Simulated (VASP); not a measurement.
An input for Ansatz (written as the equivalent of a VASP run, and not itself run):

Ansatz 0.2 input:
```yaml
crystal:
  lattice:
    - [0.0000000, 1.9361132, 1.9361132]
    - [1.9361132, 0.0000000, 1.9361132]
    - [1.9361132, 1.9361132, 0.0000000]
  atoms:
    - { symbol: Ir, position: [0.0000000, 0.0000000, 0.0000000] }
kpoints:
  mp_grid: { grid: [16, 16, 16] }
hamiltonian:
  xc: pbe
  pseudopotentials: { kind: paw }
scf:
  occupations: { method: methfessel_paxton, width: 0.1 }
  max_iter: 100
relax:
  max_steps: 40
  f_tol: 0.02
  cell: {}
output: { forces: true, stress: true, eigenvalues: true }
```

Problem. Translate this input to VASP (INCAR, KPOINTS, POSCAR, choice of POTCAR).

Solution. One answer among several that fit: 
INCAR:
```
ISMEAR  =  1   # Methfessel-Paxton
LWAVE  =  F
LASPH  =  T   # aspherical one-centre terms
ISIF  =  3   # ions, shape and volume
LREAL  =  F   # projection in real space or not
SYSTEM  =  Ir
NELM  =  100   # most electronic steps
ENCUT  =  500   # plane-wave cut-off (eV)
IBRION  =  2   # conjugate gradients
NSW  =  40
LCHARG  =  F
GGA  =  PE
SIGMA  =  0.1
ALGO  =  Normal
EDIFFG  =  -0.02   # ionic stop
LMAXMIX  =  6   # l cut-off of mixed one-centre charges
PREC  =  Accurate
EDIFF  =  1E-6   # SCF stop (eV)
```

KPOINTS:
```
Regular mesh
0
G
 16 16 16
0 0 0
```

**POSCAR**
```
Ir
1
    0.0000000000     1.9361131712     1.9361131712
    1.9361131712     0.0000000000     1.9361131712
    1.9361131712     1.9361131712     0.0000000000
Ir
1
Direct
  0.0000000000   0.0000000000   0.0000000000
```

POTCAR, in this order: Ir (PBE.64 set). Program: vasp_std.

What does not carry over: each code has its own PAW files, so the cut-off isn't converted (ENCUT is set for VASP's; basis.ecutwfc is left out, and Ansatz then takes the one that its files recommend); Ansatz stops its SCF on the density residual and VASP on the energy change (EDIFF).

The compound is Ir in the fcc structure. This run relaxes it. Symmetry was kept, so distortions that lower it aren't found.
